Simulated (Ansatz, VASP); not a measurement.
# Cross-check of W (Tungsten) between VASP and Ansatz, part 2 of 2

Aim: how closely do two programs agree when they are given the same cell, functional and k mesh? The cell is taken from a series of runs on this material, whose earlier steps may have relaxed, scaled, displaced or heated it; both programs get it as it stands.

VASP 6.6.1 and Ansatz 0.2.0.

So far: The starting structure; VASP: relaxation of cell and atoms, LDA, pair 1; Ansatz: relaxation of cell and atoms, LDA, pair 1; Side by side.

**5. Ansatz: relaxation of cell and atoms, LDA, pair 2**

Level of this step: Ansatz beside VASP: Kohn-Sham DFT, plane waves, LDA (Ansatz).

The relaxed volume is the usual yardstick between codes: in a stiff, nearly cubic crystal its relative difference is about their pressure difference at one cell divided by the bulk modulus.

The cell is taken from a series of runs on this material, whose earlier steps may have relaxed, scaled, displaced or heated it; both programs get it as it stands.

Contents of input.yaml:

```yaml
crystal:
  lattice:
    - [-1.5680778641, 1.5680778641, 1.5680778641]
    - [1.5680778641, -1.5680778641, 1.5680778641]
    - [1.5680778641, 1.5680778641, -1.5680778641]
  atoms:
    - { symbol: W, position: [0.0, 0.0, 0.0] }
kpoints:
  mp_grid: { grid: [20, 20, 20] }
hamiltonian:
  xc: lda
  pseudopotentials: { kind: paw, azcp: { folder: soft_1 }, xc_functional: pbe }
scf:
  occupations: { method: methfessel_paxton, width: 0.2 }
  lower_state_search: "off"
output:
  forces: true
  stress: true
  eigenvalues: true
relax:
  adjacent_minimum: "off"
  f_tol: 0.001
  max_steps: 60
  cell: { stress_tol: 0.01 }
```

On the command line:

```
$ ansatz run input.yaml --threads 8 --pin off --max-ram 16384MiB --backend cpu --events-out ev --progress --plain --runs-dir out
```

Numbers of over 12 decimals in the logs are rounded to 6 here.

The log of the run:

```text
[...]
Crystal: 1 atoms, lattice volume = 15.423 Å³
Basis set: ecut = 420 eV, 321 PW (Γ)
Bands: 11, of which v1, the nominal top of the filled ones, is band 7 counted from 1 (6 counted from 0)
Symmetry: 48 space group operations
[...]
k-points: 256 of 8000
[...]
k-point 255: bands = [... 3 lower, -15.8218, 16.7042, 16.7042, 28.1130, 28.1130, 28.1130, 31.3241, 31.3241]
--- Relaxed structure (3 steps of the walk, 2 accepted, 1 SCFs on fresh bases) ---
[...]
cell:  # Å, volume = 15.4170 Å³
    - [-1.567881, 1.567881, 1.567881]
    - [1.567881, -1.567881, 1.567881]
    - [1.567881, 1.567881, -1.567881]
  atoms:
    - { symbol: W, position: [0.0, 0.0, 0.0] }
[key lines of the parts left out:]
SCF converged after 3 iterations
Free energy (F): -10130.689502 eV
Fermi energy:    22.835100 eV
P = ⅓ Tr σ = -0.0005 GPa (-0.005 kbar)
```

**6. VASP: relaxation of cell and atoms, LDA, pair 2**

The same cell, functional (in two slightly different forms), mesh and smearing now go to VASP, with its own data sets.

Contents of INCAR:

```
SYSTEM = W
PREC = Accurate
ENCUT = 600
EDIFF = 1E-07
NELM = 120
ISMEAR = 1
SIGMA = 0.2
LREAL = .FALSE.
ALGO = Normal
GGA = CA
NBANDS = 9
LASPH = .TRUE.
LORBIT = 11
LWAVE = .FALSE.
LCHARG = .FALSE.
ISIF = 3
IBRION = 2
NSW = 80
EDIFFG = -0.005
GGA_COMPAT = .FALSE.
NELMIN = 4
```

Contents of POSCAR:

```
W
1.0
   -1.5680780000      1.5680780000      1.5680780000
    1.5680780000     -1.5680780000      1.5680780000
    1.5680780000      1.5680780000     -1.5680780000
W
1
Direct
    0.0000000000      0.0000000000      0.0000000000
```

Contents of KPOINTS:

```
Automatic mesh
0
Gamma
20 20 20
0 0 0
```

Potentials, in the order of the species: W (LDA family, release 64).

On the command line:

```
$ mpirun -np 1 vasp_std
```

The log of the run:

```text
[... set-up lines as in an earlier step ...]
 entering main loop
       N       E                     dE             d eps       ncg     rms          rms(c)
DAV:   1     0.843991970209E+01    0.84399E+01   -0.32861E+03  4608   0.654E+02
DAV:   2    -0.144957983738E+02   -0.22936E+02   -0.22068E+02  5570   0.133E+02
DAV:   3    -0.149141516412E+02   -0.41835E+00   -0.41730E+00  5188   0.149E+01
DAV:   4    -0.149150995123E+02   -0.94787E-03   -0.94782E-03  5441   0.801E-01
[...]
DAV:   9    -0.142095318778E+02    0.25709E-03   -0.16785E-04  5539   0.617E-02    0.148E-02
DAV:  10    -0.142095350124E+02   -0.31346E-05   -0.76587E-06  5313   0.189E-02    0.175E-02
DAV:  11    -0.142095349860E+02    0.26419E-07   -0.30070E-07  5031   0.561E-03
   1 F= -.14209535E+02 E0= -.14209868E+02  d E =-.142095E+02
[...]
N       E                     dE             d eps       ncg     rms          rms(c)
DAV:   1    -0.142058926088E+02    0.36424E-02   -0.35400E-01  4643   0.436E+00    0.182E+00
[...]
DAV:   4    -0.141994828182E+02   -0.85369E-05   -0.31278E-05  5276   0.378E-02    0.110E-02
DAV:   5    -0.141994913967E+02   -0.85785E-05   -0.21710E-05  5290   0.228E-02    0.339E-03
DAV:   6    -0.141994914860E+02   -0.89259E-07   -0.14960E-07  4985   0.292E-03
   2 F= -.14199491E+02 E0= -.14199744E+02  d E =0.100435E-01
 trial-energy change:    0.010044  1 .order    0.010181   -0.007044    0.027406
 step:   0.2084(harm=  0.2045)  dis= 0.00000  next Energy=   -14.210270 (dE=-0.735E-03)
[...]
N       E                     dE             d eps       ncg     rms          rms(c)
DAV:   1    -0.142142668619E+02   -0.14775E-01   -0.21861E-01  4667   0.339E+00    0.145E+00
DAV:   2    -0.142111962933E+02    0.30706E-02   -0.30771E-03  5150   0.445E-01    0.614E-01
DAV:   3    -0.142102720590E+02    0.92423E-03   -0.21524E-03  5548   0.291E-01    0.125E-02
DAV:   4    -0.142102755333E+02   -0.34743E-05   -0.18502E-05  5270   0.292E-02    0.680E-03
DAV:   5    -0.142102808425E+02   -0.53093E-05   -0.14868E-05  5259   0.185E-02    0.265E-03
DAV:   6    -0.142102809178E+02   -0.75271E-07   -0.82578E-08  4742   0.226E-03
   3 F= -.14210281E+02 E0= -.14210601E+02  d E =-.745932E-03
[...]
reached required accuracy - stopping structural energy minimisation
```

Parts of OUTCAR (step 6):

```text
  Total       -0.0026581     -0.0026581     -0.0026581      0.0000000     -0.0000000      0.0000000
  in kB       -0.2779843     -0.2779843     -0.2779843      0.0000000     -0.0000000      0.0000000
  external PRESSURE =      -0.2779843 kB  Pullay stress =       0.0000000 kB

 POSITION                                       TOTAL-FORCE (eV/Angst)
 -----------------------------------------------------------------------------------
      0.00000     -0.00000      0.00000        -0.000000     -0.000000     -0.000000
 -----------------------------------------------------------------------------------
    total drift:                               -0.000000     -0.000000      0.000000

  FREE ENERGIE OF THE ION-ELECTRON SYSTEM (eV)
  ---------------------------------------------------
  free  energy   TOTEN  =       -14.2102809178 eV

  energy  without entropy=      -14.2112408817  energy(sigma->0) =      -14.21060091

[... 1 part as in an earlier step ...]

[... 3 further parts left out ...]
[key lines of the parts left out:]
E-fermi :   8.2682
```

**7. Side by side**

What differs besides the data sets and the points named for the pairs above, as far as they apply: the data sets hold 14 valence electrons in Ansatz (on its PAW soft_1 files) and 6 in VASP. Total energies have different zeros and are not compared.

Both answers:

```
                                         quantity  Ansatz   VASP  difference
                                      volume (Å³)   15.42  15.32     +0.63 %
edge a after relaxation, in the typed setting (Å)   2.716  2.710     +0.21 %
```

**8. Outcome**

```
difference in volume (relaxation of cell and atoms, LDA, pair 1) : 0.62 %
difference in volume (relaxation of cell and atoms, LDA, pair 2) : 0.63 %
```

What this shows: The difference in volume is 0.63 % (relaxation of cell and atoms, LDA, pair 2), within the 1.2 % picked in this series as the mark of a large difference, as far as the stopping tolerances let one tell. The data sets hold unlike numbers of valence electrons (14 in Ansatz and 6 in VASP), so part of the differences comes from the potentials. Such differences can come from data sets, numerical settings and the points named under the comparisons, not from the functional's error against experiment.

[Lines on the potential files, build, host, timing and source positions are cut from VASP's logs without a mark.]

[Logs are printed without paths, hosts, clocks, repeated set-up lines and the standing remarks that a program may print on its own settings, such as how far it seeks lower states.]

[Hosts, paths, dates, database ids (printed as entryN), source tags and the programs' standing remarks are cut or masked in the printed files.]
